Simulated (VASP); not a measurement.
The input files of a VASP run:

### INCAR
```
ENCUT  =  600
PREC  =  Accurate
LASPH  =  .True.   # aspherical one-centre terms
NELM  =  100   # most electronic steps
EDIFF  =  1E-7   # SCF stop (eV)
NSW  =  40   # most ionic steps
PSTRESS  =  50
SYSTEM  =  KF
IBRION  =  2   # conjugate gradients
ISIF  =  3
SIGMA  =  0.05
LREAL  =  .False.
GGA  =  PE
ISMEAR  =  0   # Gaussian
ALGO  =  Normal
LWAVE  =  .False.
EDIFFG  =  -0.01   # ionic stop
LCHARG  =  .False.
```

**KPOINTS**
```
Regular mesh
0
G
 8 8 8
0 0 0
```

File POSCAR:
```
KF
1
    0.0000000000     2.7103066905     2.7103066905
    2.7103066905     0.0000000000     2.7103066905
    2.7103066905     2.7103066905     0.0000000000
K F
1 1
Direct
  0.0000000000   0.0000000000   0.0000000000
  0.5000000000   0.5000000000   0.5000000000
```

POTCAR, in this order: K_sv F (PBE.64 set). Program: vasp_std.

**Question.** Write an equivalent input for Quantum ESPRESSO's pw.x.

**Answer.** One equivalent input (not run):
```
&CONTROL
  calculation = 'vc-relax'
  pseudo_dir = './pseudo'
  outdir = './out'
  tprnfor = .true.
  tstress = .true.
  nstep = 40
  forc_conv_thr = 0.00039
/
&SYSTEM
  ibrav = 0
  nat = 2
  ntyp = 2
  ecutwfc = 84
  occupations = 'smearing'
  smearing = 'gaussian'
  degauss = 0.003675
  input_dft = 'pbe'
/
&ELECTRONS
  conv_thr = 7.3e-09
  electron_maxstep = 100
/
&IONS
/
&CELL
  press = 50
/
ATOMIC_SPECIES
  K 39.098 K.upf
  F 18.998 F.upf
CELL_PARAMETERS angstrom
     0.0000000    2.7103067    2.7103067
     2.7103067    0.0000000    2.7103067
     2.7103067    2.7103067    0.0000000
ATOMIC_POSITIONS crystal
  K    0.0000000  0.0000000  0.0000000
  F    0.5000000  0.5000000  0.5000000
K_POINTS automatic
  8 8 8 0 0 0
```
The two are equivalent in intent, not identical: the potentials are each code's own (VASP's PAW set, PseudoDojo norm-conserving files in pw.x), so ENCUT and ecutwfc are chosen apart and not converted; conv_thr bounds pw.x's estimated SCF error, while EDIFF bounds the energy change between steps; forc_conv_thr acts on force components and is met together with etot_conv_thr.

The compound is KF in the rock salt structure. This run relaxes it under an external pressure of 5 GPa. Symmetry was kept, so distortions that lower it aren't found.
